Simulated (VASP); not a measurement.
# ZrB (relaxed from the NiAs type structure, space group P6_3/mmc): computed properties

Method: PBEsol GGA, VASP's PBE PAW potentials (set 64) (plane waves; VASP).

```json
{
 "space_group": "P6_3/mmc (194)",
 "cell": "a = 3.3576 Å, b = 3.3576 Å, c = 6.1143 Å, α = 90.00°, β = 90.00°, γ = 120.00°",
 "volume_per_atom": "14.92 Å³/atom",
 "band gap (over mesh and band path)": "none (metal, semimetal or under 0.01 eV)",
 "density": "5.68 g/cm³"
}
```

```cif
data_B2Zr2
_chemical_formula_sum 'Zr2 B2'
_space_group_name_H-M_alt 'P 1'
_space_group_IT_number 1
_cell_length_a 3.35756
_cell_length_b 3.35756
_cell_length_c 6.11427
_cell_angle_alpha 90.000
_cell_angle_beta 90.000
_cell_angle_gamma 120.000
loop_
_space_group_symop_operation_xyz
  'x, y, z'
loop_
_atom_site_label
_atom_site_type_symbol
_atom_site_fract_x
_atom_site_fract_y
_atom_site_fract_z
_atom_site_occupancy
Zr1 Zr 0.00000 0.00000 0.00000 1
Zr2 Zr 0.00000 0.00000 0.50000 1
B1 B 0.33333 0.66667 0.25000 1
B2 B 0.66667 0.33333 0.75000 1
```

The structure was generated: ZrB was put into the NiAs type type (P6_3/mmc), which need not be its known phase. It was relaxed first, which changed the volume by -29 %. Symmetry was kept, so distortions that lower it aren't found.
